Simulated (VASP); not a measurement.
Method: PBEsol GGA, VASP's PBE PAW potentials (set 64) (plane waves; VASP).

VASP ran on this input.

POSCAR:
```
Rb
1
   -2.7874384333     2.7874384333     2.7874384333
    2.7874384333    -2.7874384333     2.7874384333
    2.7874384333     2.7874384333    -2.7874384333
Rb
1
Direct
  0.0000000000   0.0000000000   0.0000000000
```

INCAR:
```
SYSTEM  =  Rb
PREC  =  Accurate; ENCUT  =  480; LREAL  =  .FALSE.
LASPH  =  .TRUE.
EDIFF  =  1E-7; NELM  =  100; ALGO  =  Normal
LMAXMIX  =  4
ISMEAR  =  1; SIGMA  =  0.1
GGA  =  PS
ISIF  =  2
LWAVE  =  .FALSE.; LCHARG  =  .FALSE.
```

File KPOINTS:
```
Automatic mesh
0
Gamma
8 8 8
0 0 0
```

POTCAR, in this order: Rb_sv (PBE.64 set). Program: vasp_std.

Task: What will the output report for the number of irreducible k-points (NKPTS), number of bands (NBANDS), largest plane-wave count, number of space-group operations, FFT grid (NGX, NGY, NGZ)?

Result: 
| Property | Value |
|---|---|
| number of irreducible k-points (NKPTS) | 29 |
| number of bands (NBANDS) | 8 |
| largest plane-wave count | 2112 |
| number of space-group operations | 48 |
| FFT grid (NGX, NGY, NGZ) | 36 × 36 × 36 |

The compound is Rb in the bcc structure. It was relaxed first.
